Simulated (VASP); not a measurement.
VASP runs on MoSe$_{2}$ (space group P6_3/mmc) share one base input (PBE GGA, plane waves, VASP's PBE PAW potentials (set 64)) and change the settings named in each case.

### KPOINTS
```
Automatic mesh
0
Gamma
5 5 1
0 0 0
```

INCAR:
```
SYSTEM = MoSe2
PREC = Accurate
ENCUT = 300
EDIFF = 1E-6
NELM = 100
ALGO = Normal
LREAL = .FALSE.
LASPH = .TRUE.
ISMEAR = -1
SIGMA = 0.02
GGA = PE
LMAXMIX = 4
LWAVE = .FALSE.
LCHARG = .FALSE.
ISIF = 2
```

**POSCAR**
```
MoSe2
1
    1.6649040000    -2.8836990000     0.0000000000
    1.6649040000     2.8836990000     0.0000000000
    0.0000000000     0.0000000000    13.0864530000
Mo Se
2 4
Direct
  0.3333330000   0.6666670000   0.2500000000
  0.6666670000   0.3333330000   0.7500000000
  0.3333330000   0.6666670000   0.8790000000
  0.6666670000   0.3333330000   0.3790000000
  0.6666670000   0.3333330000   0.1210000000
  0.3333330000   0.6666670000   0.6210000000
```

POTCAR, in this order: Mo_sv Se (PBE.64 set). Program: vasp_std.

```csv
change,E(σ→0) (eV/atom),pressure (GPa)
base run,-6.6431,-1.11
GGA = PS,-7.1873,-5.54
"GGA_COMPAT = .FALSE., LNONCOLLINEAR = .TRUE., LSORBIT = .TRUE., MAGMOM = 0.0 0.0 0.0 0.0 0.0 0.0 0.0 0.0 0.0 0.0 0.0 0.0 0.0 0.0 0.0 0.0 0.0 0.0, program vasp_ncl",-6.6898,-1.05
KPOINTS 3×3×1 Γ-centred mesh,-6.6532,-1.33
```
 Energies of different potentials or functionals have different zeros.  At 300 eV the pressure can carry a Pulay error.

Left out are runs that ran out of time, are held back, or changed the cell or the kind of run, fixed moments of cells without a moment, rows past the twelfth, gaps on odd meshes, pressures of charged cells and columns that move by less than the noise.

The structure is a typed MoSe2 crystal. The cell was not relaxed at this level, its lattice was scaled by up to 2.5 %.
